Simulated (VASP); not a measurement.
Given:

```
CELL_PARAMETERS angstrom
      4.23478     0.00000     0.00000
      0.00000     4.23478     0.00000
      0.00000     0.00000     4.23478
ATOMIC_POSITIONS crystal
  Cs 0.00000 0.00000 0.00000
  Br 0.50000 0.50000 0.50000
```

Computed with LDA (Ceperley-Alder, Perdew-Zunger), VASP's LDA PAW potentials (set 64) (plane waves; VASP). Run with 300 eV cut-off, 8×8×8 Γ-centred mesh, Gaussian smearing of 0.010 eV, potentials Cs_sv Br.

At this cut-off the stress carries a Pulay error, which pulls relaxed volumes low. Energy and stress use the plane-wave basis of the starting cell.

Question: The ions, cell shape and volume are relaxed. Which structure does the run end with?

Answer: 
```
CELL_PARAMETERS angstrom
      4.14804     0.00000     0.00000
      0.00000     4.14804     0.00000
      0.00000     0.00000     4.14804
ATOMIC_POSITIONS crystal
  Cs 0.00000 0.00000 0.00000
  Br 0.50000 0.50000 0.50000
```
Space group Pm-3m (221), at a tolerance of 0.03 Å.

Question: How do energy and volume change from the first to the last step?

Answer: The energy (σ→0) changes by -9.2 meV/atom and the volume by -6.0 %, in 3 ionic steps.

The structure comes from a computed database's CsBr entry; how it stands against other phases isn't given here. This run relaxes it. Symmetry was kept, so distortions that lower it aren't found. The run is one of a series of settings (EDIFFG = -0.01, IBRION = 2, ISIF = 3, NSW = 50 against the base run), some of them coarse on purpose.
